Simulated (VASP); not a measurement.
# From one sheet to two: 1T-PtS2 monolayer, part 3 of 9

Aim: relax 1T-PtS2 monolayer, place its levels against the vacuum, then find how two sheets stack and bind.

VASP 6.6.1, plane waves and PAW; the level of theory is named at each step.

So far. Step 2 (Relaxing the monolayer): The run ended after 8 ionic steps, 0.092 eV below its first step, once forces and stress met EDIFFG = -0.015. Step 3 (A second relaxation): The start already met the threshold, so nothing moved.

## 4. Potential and states of the slab

Level of this step: r2SCAN with rVV10; plane waves and PAW (Pt, S) (VASP).

A static run writes the electrostatic potential without exchange and correlation (LVHAR), which is flat in the vacuum and gives the level to count from. The dipole correction cancels the field that unlike faces would set up across the vacuum.

Input file INCAR:

```
SYSTEM = PtS2
PREC = Normal
ENCUT = 350
EDIFF = 1E-06
NELM = 120
ISMEAR = 0
SIGMA = 0.03
LREAL = .FALSE.
ALGO = Normal
METAGGA = R2SCAN
LUSE_VDW = .TRUE.
IVDW_NL = 2
BPARAM = 11.95
CPARAM = 0.0093
LASPH = .TRUE.
NBANDS = 17
LORBIT = 11
LWAVE = .FALSE.
LCHARG = .TRUE.
IDIPOL = 3
LDIPOL = .TRUE.
DIPOL = 0.5 0.5 0.5
LVHAR = .TRUE.
LVACPOTAV = .TRUE.
NEDOS = 1500
LELF = .TRUE.
```

Input file POSCAR:

```
PtS2
1.0
    3.5237097156      0.0000000000      0.0000000000
   -1.7618548578      3.0516221292      0.0000000000
    0.0000000000      0.0000000000     22.0000000000
Pt S
1 2
Direct
    0.0000000000      0.0000000000      0.5000000000
    0.3333333333      0.6666666667      0.4433219621
    0.6666666667      0.3333333333      0.5566780379
```

Input file KPOINTS:

```
Automatic mesh
0
Gamma
12 12 1
0 0 0
```

Input file KPOINTS_OPT:

```
Line mode
14
Line-mode
Reciprocal
  0.00000000   0.00000000   0.00000000 GAMMA
  0.50000000   0.00000000   0.00000000 M

  0.50000000   0.00000000   0.00000000 M
  0.33333333   0.33333333   0.00000000 K

  0.33333333   0.33333333   0.00000000 K
  0.00000000   0.00000000   0.00000000 GAMMA
```

The projector-augmented-wave data sets are Pt and S (PBE family, release 64).

Started as:

```sh
mpirun -np 4 vasp_std
```

The program printed:

```text
[banner, memory and clock lines left out]
running    4 mpi-ranks, on    1 nodes
 distrk:  each k-point on    4 cores,    1 groups
 distr:  one band on    1 cores,    4 groups

 POSCAR found type information on POSCAR PtS
 POSCAR found :  2 types and       3 ions
 [... a notice as in an earlier step ...]

 [... a notice as in an earlier step ...]

 LDA part: xc-table for (None), standard interpolation
|                                                                             |
|           W    W    AA    RRRRR   N    N  II  N    N   GGGG   !!!           |
|           W    W   A  A   R    R  NN   N  II  NN   N  G    G  !!!           |
|           W    W  A    A  R    R  N N  N  II  N N  N  G       !!!           |
|           W WW W  AAAAAA  RRRRR   N  N N  II  N  N N  G  GGG   !            |
|           WW  WW  A    A  R   R   N   NN  II  N   NN  G    G                |
|           W    W  A    A  R    R  N    N  II  N    N   GGGG   !!!           |
|                                                                             |
|     The number of bands has been changed from the values supplied in        |
|     The orbitals not found in the WAVECAR file will be initialized with     |
|     random numbers, which is usually adequate. For correlated               |
|     calculations, however, you should redo the groundstate calculation.     |
|     I found NBANDS = 17. Now, NBANDS = 20.                                  |
|                                                                             |

 POSCAR, INCAR and KPOINTS ok, starting setup
 FFT: planning ... GRIDC
 FFT: planning ... GRID_SOFT
 FFT: planning ... GRID
 WAVECAR not read
 entering main loop
       N       E                     dE             d eps       ncg     rms          rms(c)
Total rVV10 correction in eV:      0.6362941    25.2608354
DAV:   1     0.858203644680E+02    0.85820E+02   -0.63755E+03   760   0.600E+02
DAV:   2    -0.609359567909E+02   -0.14676E+03   -0.13846E+03  1104   0.150E+02
DAV:   3    -0.749546165572E+02   -0.14019E+02   -0.13893E+02   944   0.545E+01
DAV:   4    -0.752135744248E+02   -0.25896E+00   -0.25874E+00  1056   0.854E+00
DAV:   5    -0.752180961868E+02   -0.45218E-02   -0.45214E-02  1032   0.108E+00    0.183E+01
Total rVV10 correction in eV:      0.6357650    25.2697681
DAV:   6    -0.684648754896E+02    0.67532E+01   -0.10261E+01   848   0.262E+01    0.129E+01
Total rVV10 correction in eV:      0.6380710    25.2641341
DAV:   7    -0.681893860128E+02    0.27549E+00   -0.20940E+00   804   0.134E+01    0.544E+00
Total rVV10 correction in eV:      0.6413278    25.2622634
DAV:   8    -0.681864656455E+02    0.29204E-02   -0.10837E-01   844   0.243E+00    0.118E+00
Total rVV10 correction in eV:      0.6428234    25.2616341
DAV:   9    -0.681759094782E+02    0.10556E-01   -0.40329E-02   848   0.178E+00    0.289E-01
Total rVV10 correction in eV:      0.6430423    25.2614487
DAV:  10    -0.681768886234E+02   -0.97915E-03   -0.45737E-03   904   0.394E-01    0.331E-01
Total rVV10 correction in eV:      0.6431399    25.2614471
DAV:  11    -0.681768740580E+02    0.14565E-04   -0.99834E-05   860   0.637E-02    0.384E-01
Total rVV10 correction in eV:      0.6434590    25.2617884
DAV:  12    -0.681797235543E+02   -0.28495E-02   -0.21313E-02   856   0.767E-01    0.150E+00
Total rVV10 correction in eV:      0.6439201    25.2612685
DAV:  13    -0.681773321560E+02    0.23914E-02   -0.74163E-03   824   0.465E-01    0.473E-01
Total rVV10 correction in eV:      0.6440076    25.2610965
DAV:  14    -0.681774311996E+02   -0.99044E-04   -0.16846E-03   876   0.208E-01    0.512E-02
Total rVV10 correction in eV:      0.6439723    25.2610745
DAV:  15    -0.681774458573E+02   -0.14658E-04   -0.66879E-05   948   0.600E-02    0.499E-02
Total rVV10 correction in eV:      0.6440037    25.2610233
DAV:  16    -0.681774676493E+02   -0.21792E-04   -0.26605E-05   904   0.275E-02    0.738E-03
Total rVV10 correction in eV:      0.6440228    25.2609704
DAV:  17    -0.681774826820E+02   -0.15033E-04   -0.34098E-06   844   0.127E-02    0.736E-03
Total rVV10 correction in eV:      0.6440368    25.2609264
DAV:  18    -0.681775025993E+02   -0.19917E-04   -0.13984E-06   756   0.823E-03    0.434E-03
Total rVV10 correction in eV:      0.6440363    25.2609001
DAV:  19    -0.681775060229E+02   -0.34235E-05   -0.34178E-07   728   0.460E-03    0.348E-03
Total rVV10 correction in eV:      0.6440291    25.2608546
DAV:  20    -0.681775138266E+02   -0.78037E-05   -0.15960E-06   724   0.855E-03    0.560E-03
Total rVV10 correction in eV:      0.6440271    25.2608457
DAV:  21    -0.681775164468E+02   -0.26202E-05   -0.56252E-07   800   0.532E-03    0.132E-03
Total rVV10 correction in eV:      0.6440261    25.2608446
DAV:  22    -0.681775174231E+02   -0.97633E-06   -0.10965E-07   672   0.295E-03
|                                                                             |
|           W    W    AA    RRRRR   N    N  II  N    N   GGGG   !!!           |
|           W    W   A  A   R    R  NN   N  II  NN   N  G    G  !!!           |
|           W    W  A    A  R    R  N N  N  II  N N  N  G       !!!           |
|           W WW W  AAAAAA  RRRRR   N  N N  II  N  N N  G  GGG   !            |
|           WW  WW  A    A  R   R   N   NN  II  N   NN  G    G                |
|           W    W  A    A  R    R  N    N  II  N    N   GGGG   !!!           |
|                                                                             |
|     Did not find any points to average over, which means that no vacuum     |
|     field-free region was found. Please increase the size of  your cell     |
|     in the dimension of the dipole correction to obtain accurate            |
|     workfunction values.                                                    |
|                                                                             |

Total rVV10 correction in eV:      0.6440226    25.2608451
Total rVV10 correction in eV:      0.6440247    25.2608444
   1 F= -.68177517E+02 E0= -.68177517E+02  d E =-.919555E-12
 Start KPOINTS_OPT (optional k-point list driver)
k-point batch [1-19\42]
       N       E                     dE             ncg
DAV:   1    -0.513662765509E+03   -0.72741E+04      760
DAV:   2    -0.339236319152E+04   -0.28787E+04     1052
DAV:   3    -0.363708489270E+04   -0.24472E+03      928
DAV:   4    -0.364139537917E+04   -0.43105E+01     1048
DAV:   5    -0.364146737698E+04   -0.71998E-01     1036
DAV:   6    -0.364146980371E+04   -0.24267E-02     1100
DAV:   7    -0.364146989534E+04   -0.91636E-04     1092
DAV:   8    -0.364146990025E+04   -0.49098E-05      948
DAV:   9    -0.364146990042E+04   -0.16516E-06      636
[...]
k-point batch [39-42\42]
       N       E                     dE             ncg
DAV:   1     0.749903070901E+04   -0.33357E+03      160
DAV:   2     0.698394287158E+04   -0.51509E+03      228
DAV:   3     0.693589576566E+04   -0.48047E+02      184
DAV:   4     0.693499948964E+04   -0.89628E+00      212
DAV:   5     0.693497811832E+04   -0.21371E-01      232
DAV:   6     0.693497792376E+04   -0.19456E-03      212
DAV:   7     0.693497791533E+04   -0.84215E-05      232
DAV:   8     0.693497791521E+04   -0.12128E-06      180
```

Elapsed: 65 s, on 4 MPI ranks of Intel Xeon Platinum 8259CL at 2.50GHz (Skylake/Cascade Lake), shared host; peak memory 0.72 GiB; 4.2 min of CPU time.

From OUTCAR (step 4):

```text
The static configuration has the point symmetry D_3d.

 Found     19 irreducible k-points:

   k-points           NKPTS =     19   k-points in BZ     NKDIM =     19   number of bands    NBANDS=     20

   NELECT =      22.0000    total number of electrons

 E-fermi :  -3.6793

 k-point     1 :       0.0000    0.0000    0.0000
  band No.  band energies     occupation
    ...
      7      -6.8457      2.00000
      8      -4.6816      2.00000
      9      -4.5323      2.00000
     10      -4.0077      2.00000
     11      -4.0077      2.00000
     12      -0.2981      0.00000
     13      -0.2981      0.00000
     14       2.3449      0.00000
     15       2.6034      0.00000
     16       3.0710      0.00000
    ...

 k-point     2 :       0.0833   -0.0000    0.0000
  band No.  band energies     occupation
    ...
      7      -6.9214      2.00000
      8      -5.0509      2.00000
      9      -4.3946      2.00000
     10      -3.9648      2.00000
     11      -3.8703      2.00000
     12      -0.7328      0.00000
     13      -0.4198      0.00000
     14       2.5428      0.00000
     15       2.8085      0.00000
     16       3.2310      0.00000
    ...

  Total       -0.0113592     -0.0113592     -0.0848927      0.0000000     -0.0000000      0.0000000
  in kB       -0.0769313     -0.0769313     -0.5749463      0.0000000     -0.0000000      0.0000000
  external PRESSURE =      -0.2429363 kB  Pullay stress =       0.0000000 kB

 POSITION                                       TOTAL-FORCE (eV/Angst)
 -----------------------------------------------------------------------------------
      0.00000      0.00000     11.00000         0.000000      0.000000      0.000000
     -0.00000      2.03441      9.75308         0.000000      0.000000     -0.000121
      1.76185      1.01721     12.24692        -0.000000      0.000000      0.000121
 -----------------------------------------------------------------------------------
    total drift:                               -0.000000     -0.000000      0.000000

  FREE ENERGIE OF THE ION-ELECTRON SYSTEM (eV)
  ---------------------------------------------------
  free  energy   TOTEN  =       -68.1775174231 eV

  energy  without entropy=      -68.1775174231  energy(sigma->0) =      -68.17751742

 vacuum level on the upper side and lower side of the slab         2.841         2.841

[... 9 parts as in an earlier step ...]

[... 5 further parts left out ...]
```

Numbers from this step:

| Item | Value |
| --- | --- |
| electronic cycles | 22 |
| Fermi energy | -3.679 eV |
| least gap on mesh and path | 2.050 eV |
| least direct gap on mesh and path | 2.182 eV |
| vacuum levels | 2.841, 2.841 eV |
| ionisation potentials of the upper and lower face | 6.658, 6.658 eV |
| electron affinities of the upper and lower face | 4.609, 4.609 eV |

Electronic bands along the path, in eV, zero at the valence-band top; v1 is the highest filled band, c1 the lowest empty one:

```csv
point,v4,v3,v2,v1,c1,c2,c3,c4
Γ,-0.86,-0.72,-0.19,-0.19,3.52,3.52,6.16,6.42
0.46 of the way,-2.04,-0.33,-0.26,-0.13,2.05,3.07,6.98,7.31
M,-2.21,-1.98,-1.74,-1.48,3.18,3.28,5.98,7.34
0.54 of the way,-2.37,-2.35,-1.12,-0.73,2.49,2.92,6.84,8.60
K,-2.60,-2.38,-0.73,-0.73,2.41,2.41,7.39,9.68
0.54 of the way,-2.14,-0.65,-0.34,-0.01,2.41,2.42,7.53,7.58
Γ,-0.86,-0.72,-0.19,-0.19,3.52,3.52,6.16,6.42
```

Of the projections kept (Pt, S), the largest for each band there; the rest of the weight can lie on other orbitals:

| point | v4 | v3 | v2 | v1 | c1 | c2 | c3 | c4 |
| --- | --- | --- | --- | --- | --- | --- | --- | --- |
| Γ | Pt 0.76 | S 0.98 | S 0.90 | S 0.90 | S 0.57 | S 0.57 | S 0.63 | Pt 0.78 |
| M | Pt 0.92 | S 0.78 | Pt 0.84 | S 0.88 | Pt 0.55 | S 0.55 | Pt 0.72 | Pt 0.60 |
| K | Pt 0.99 | S 0.76 | Pt 0.70 | Pt 0.70 | Pt 0.55 | Pt 0.55 | Pt 0.63 | Pt 0.65 |
| Γ | Pt 0.76 | S 0.98 | S 0.90 | S 0.90 | S 0.57 | S 0.57 | S 0.63 | Pt 0.78 |

Zero at the Fermi level. Planar average of the electrostatic potential against height:

| height (Å) | planar average of the electrostatic potential (eV) |
| --- | --- |
| 0 | 6.52 |
| 1 | 6.52 |
| 2 | 6.52 |
| 3 | 6.52 |
| 4 | 6.52 |
| 5 | 6.52 |
| 6 | 6.52 |
| 7 | 6.51 |
| 8 | 6.34 |
| 9 | 2.34 |
| 10 | -10.4 |
| 11 | -12.4 |
| 12 | -10.4 |
| 13 | 2.34 |
| 14 | 6.34 |
| 15 | 6.51 |
| 16 | 6.52 |
| 17 | 6.52 |
| 18 | 6.52 |
| 19 | 6.52 |
| 20 | 6.52 |
| 21 | 6.52 |

Density of states in the PAW spheres, an atom over height of the layer and energy from the Fermi level.

Ten even steps from '_' (0.00 states/eV) to '@' (3.58 states/eV), each cell a mean:
```
______
______
::--::
..::..
..--..
..::..
__::__
__@@__
__..__
__..__
__==__
..++..
__--__
__::__
__--__
..##..
..==..
__..__
______
______
______
______
```
Columns: height of the layer (Å) from 9.8 to 12.2; rows upwards: energy from the Fermi level (eV) from -7.9 to 0.5.

Valence density in the ca plane at fractional y = 0.000, with atoms of Pt within 0.2 Å of it. It is the smooth field of the valence electrons, not physical close to the nuclei.

Values in e/Å³, 5 rows by 16 columns, each cell a mean:
```
0.0 0.0 0.0 0.0 0.0 0.0 0.0 0.2 1.8 1.4 0.1 0.0 0.0 0.0 0.0 0.0
0.0 0.0 0.0 0.0 0.0 0.0 0.1 0.3 0.5 0.4 0.2 0.0 0.0 0.0 0.0 0.0
0.0 0.0 0.0 0.0 0.0 0.0 0.1 0.3 0.3 0.3 0.3 0.0 0.0 0.0 0.0 0.0
0.0 0.0 0.0 0.0 0.0 0.0 0.0 0.2 0.7 0.6 0.2 0.0 0.0 0.0 0.0 0.0
0.0 0.0 0.0 0.0 0.0 0.0 0.0 0.2 2.2 1.7 0.1 0.0 0.0 0.0 0.0 0.0
```
Columns run along c (16.0 Å, from fractional 0.11 to 0.84 of the cell), rows up along a (3.5 Å). Atoms in or near the plane, at fractional coordinates: Pt at (0.50, 0.00).

ELF in the ca plane at fractional y = 0.000, with atoms of Pt within 0.2 Å of it. It is the smooth field of the valence electrons, not physical close to the nuclei.

Ten even steps from '0' (0.00) to '9' (0.71), each cell a mean:
```
00000000000000000001353001442000000000000000
00000000000000000012444333443210000000000000
00000000000000001356765444677642100000000000
00000000000000014799986324799985314000000000
00000000000204125899986224799986310011000000
00000000000000012578885334788864100000000000
00000000000000000134554444454321000000000000
00000000000000000001343112432100000000000000
00000000000000000001353011542000000000000000
```
Columns run along c (16.0 Å, from fractional 0.11 to 0.84 of the cell), rows up along a (3.5 Å). Atoms in or near the plane, at fractional coordinates: Pt at (0.50, 0.00).

The map of layer states is cut here 0.5 eV above the Fermi level, so it leaves out the states above that.

The vacuum level lies 6.66 eV above the highest filled level at the upper face; both faces agree, as the slab has next to no dipole.

The program found no field-free point at its default tolerance, but its printed level agrees with the flat part of the planar average.

(Continued in part 4 of 9.)

[Lines on the potential files, build, host, timing and source positions are cut from VASP's logs without a mark.]

[Logs are printed without paths, hosts, clocks, repeated set-up lines and the standing remarks that a program may print on its own settings, such as how far it seeks lower states.]

[Hosts, paths, dates, database ids (printed as entryN), source tags and the programs' standing remarks are cut or masked in the printed files.]

[Runs that stopped without an error message from VASP are left out.]
